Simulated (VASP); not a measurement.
Calculation: PBE GGA, VASP's PBE PAW potentials (set 64) (plane waves; VASP).

The input files of a VASP run:

### POSCAR
```
KF
1
    0.0000000000     2.6031480000     2.6031480000
    2.6031480000     0.0000000000     2.6031480000
    2.6031480000     2.6031480000     0.0000000000
K F
1 1
Direct
  0.0000000000   0.0000000000   0.0000000000
  0.5000000000   0.5000000000   0.5000000000
```

**INCAR**
```
! general
SYSTEM  =  KF
PREC    =  Accurate
ENCUT   =  400
LREAL   =  .FALSE.
LASPH   =  .TRUE.

! electronic loop
EDIFF   =  1E-6
NELM    =  100
ALGO    =  Normal

! smearing
ISMEAR  =  0
SIGMA   =  0.01

! functional
GGA     =  PE

! ions
ISIF    =  2

! output
LWAVE   =  .FALSE.
LCHARG  =  .FALSE.
```

### KPOINTS
```
Automatic mesh
0
Gamma
6 6 6
0 0 0
```

POTCAR, in this order: K_sv F (PBE.64 set). Program: vasp_std.

The resulting files:

File OUTCAR:
```
 ion  position               nearest neighbor table
   1  0.000  0.000  0.000-   2 2.60   2 2.60   2 2.60   2 2.60   2 2.60   2 2.60
   2  0.500  0.500  0.500-   1 2.60   1 2.60   1 2.60   1 2.60   1 2.60   1 2.60
  LATTYP: Found a face centered cubic cell.
 ALAT       =     5.2062960000
 Subroutine PRICEL returns:
 Original cell was already a primitive cell.
 Subroutine GETGRP returns: Found 48 space group operations
The static configuration has the point symmetry O_h .
The dynamic configuration has the point symmetry O_h .
 Subroutine INISYM returns: Found 48 space group operations
 Subroutine IBZKPT returns following result:
 Found     16 irreducible k-points:

 Following reciprocal coordinates:
            Coordinates               Weight
  0.000000  0.000000  0.000000      1.000000
  0.166667  0.000000  0.000000      8.000000
  0.333333  0.000000  0.000000      8.000000
  0.500000  0.000000  0.000000      4.000000
  0.166667  0.166667  0.000000      6.000000
  0.333333  0.166667  0.000000     24.000000
  0.500000  0.166667  0.000000     24.000000
 -0.333333  0.166667  0.000000     24.000000
 -0.166667  0.166667  0.000000     12.000000
  0.333333  0.333333  0.000000      6.000000
  0.500000  0.333333  0.000000     24.000000
 -0.333333  0.333333  0.000000     12.000000
  0.500000  0.500000  0.000000      3.000000
  0.500000  0.333333  0.166667     24.000000
 -0.333333  0.333333  0.166667     24.000000
 -0.333333  0.500000  0.166667     12.000000
   k-points           NKPTS =     16   k-points in BZ     NKDIM =     16   number of bands    NBANDS=     12
   number of dos      NEDOS =    301   number of ions     NIONS =      2
   total plane-waves  NPLWV =  13824
   dimension x,y,z NGX =    24 NGY =   24 NGZ =   24
   dimension x,y,z NGXF=    48 NGYF=   48 NGZF=   48
   ions per type =               1   1
   PREC   = accura    normal or accurate (medium, high low for compatibility)
   ISTART =      0    job   : 0-new  1-cont  2-samecut
   ICHARG =      2    charge: 1-file 2-atom 10-const
   ISPIN  =      1    spin polarized calculation?
   LNONCOLLINEAR =      F non collinear calculations
   LSORBIT =      F    spin-orbit coupling
   INIWAV =      1    electr: 0-lowe 1-rand  2-diag
   ENCUT  =  400.0 eV  29.40 Ry    5.42 a.u.   6.00  6.00  6.00*2*pi/ulx,y,z
   NELM   =    100;   NELMIN=  2; NELMDL= -5     # of ELM steps
   EDIFF  = 0.1E-05   stopping-criterion for ELM
   LREAL  =      F    real-space projection
   NLSPLINE    = F    spline interpolate recip. space projectors
   LMAXMIX     =    2 max onsite mixed and CHGCAR
   VOSKOWN=      0    Vosko Wilk Nusair interpolation
   EDIFFG = 0.1E-04   stopping-criterion for IOM
   NSW    =      0    number of steps for IOM
   NBLOCK =      1;   KBLOCK =      1    inner block; outer block
   IBRION =     -1    ionic relax: 0-MD 1-quasi-New 2-CG
   NFREE  =      0    steps in history (QN), initial steepest desc. (CG)
   ISIF   =      2    stress and relaxation
   ISYM   =      2    0-nonsym 1-usesym 2-fastsym
   TEIN   =    0.0    initial temperature
   TEBEG  =    0.0;   TEEND  =   0.0 temperature during run
   SMASS  =  -3.00    Nose mass-parameter (am)
   PSTRESS=    0.0 pullay stress
   NELECT =      16.0000    total number of electrons
   EFERMI =   0.00;   METHOD = LEGACY
   ISMEAR =     0;   SIGMA  =   0.01  broadening in eV -4-tet -1-fermi 0-gaus
   IALGO  =     38    algorithm
   LDIAG  =      T    sub-space diagonalisation (order eigenvalues)
   IMIX   =      4    mixing-type and parameters
     AMIX     =   0.40;   BMIX     =  1.00
     AMIX_MAG =   1.60;   BMIX_MAG =  1.00
     AMIN     =   0.10
   GGA     = PE    functional components
   VOSKOWN =     0    Vosko Wilk Nusair interpolation
   LHFCALC =     F    Hartree Fock is set to
...
```

File OSZICAR:
```
       N       E                     dE             d eps       ncg     rms          rms(c)
DAV:   1     0.100441569630E+03    0.10044E+03   -0.75033E+03   384   0.108E+03
DAV:   2    -0.565513900661E+01   -0.10610E+03   -0.98172E+02   504   0.302E+02
DAV:   3    -0.935231627418E+01   -0.36972E+01   -0.36806E+01   500   0.540E+01
DAV:   4    -0.944748228029E+01   -0.95166E-01   -0.95114E-01   556   0.737E+00
DAV:   5    -0.944850612274E+01   -0.10238E-02   -0.10238E-02   512   0.877E-01    0.625E+00
DAV:   6    -0.827475133257E+01    0.11738E+01   -0.38475E+00   424   0.183E+01    0.428E+00
DAV:   7    -0.824959744893E+01    0.25154E-01   -0.12034E-01   504   0.300E+00    0.265E+00
DAV:   8    -0.824565196534E+01    0.39455E-02   -0.51539E-02   412   0.264E+00    0.216E-01
DAV:   9    -0.824682880316E+01   -0.11768E-02   -0.74026E-03   516   0.691E-01    0.122E-01
DAV:  10    -0.824745078976E+01   -0.62199E-03   -0.12892E-03   416   0.368E-01    0.583E-02
DAV:  11    -0.824748228187E+01   -0.31492E-04   -0.46170E-04   432   0.182E-01    0.198E-02
DAV:  12    -0.824747379293E+01    0.84889E-05   -0.61896E-05   476   0.681E-02    0.591E-03
DAV:  13    -0.824747348797E+01    0.30496E-06   -0.47809E-06   420   0.217E-02
   1 F= -.82474735E+01 E0= -.82474735E+01  d E =-.154661E-71
```

OUTCAR:
```
------------------------ aborting loop because EDIFF is reached ----------------------------------------
  FORCE on cell =-STRESS in cart. coord.  units (eV):
  Direction    XX          YY          ZZ          XY          YZ          ZX
  --------------------------------------------------------------------------------------
  Total       -0.0754978     -0.0754978     -0.0754978      0.0000000      0.0000000     -0.0000000
  in kB       -3.4286122     -3.4286122     -3.4286122      0.0000000      0.0000000     -0.0000000
  external PRESSURE =      -3.4286122 kB  Pullay stress =       0.0000000 kB
  volume of cell :       35.28
      direct lattice vectors                 reciprocal lattice vectors
     0.000000000  2.603148000  2.603148000    -0.192075134  0.192075134  0.192075134
     2.603148000  0.000000000  2.603148000     0.192075134 -0.192075134  0.192075134
     2.603148000  2.603148000  0.000000000     0.192075134  0.192075134 -0.192075134
  FREE ENERGIE OF THE ION-ELECTRON SYSTEM (eV)
  ---------------------------------------------------
  free  energy   TOTEN  =        -8.2474734880 eV

  energy  without entropy=       -8.2474734880  energy(sigma->0) =       -8.24747349
```
(Selected blocks of OUTCAR.)

At this cut-off the stress carries a Pulay error, which pulls relaxed volumes low.

The structure comes from a computed database's KF entry; how it stands against other phases isn't given here. The cell was not relaxed at this level, and its volume differs by -5.9 % from the start's.
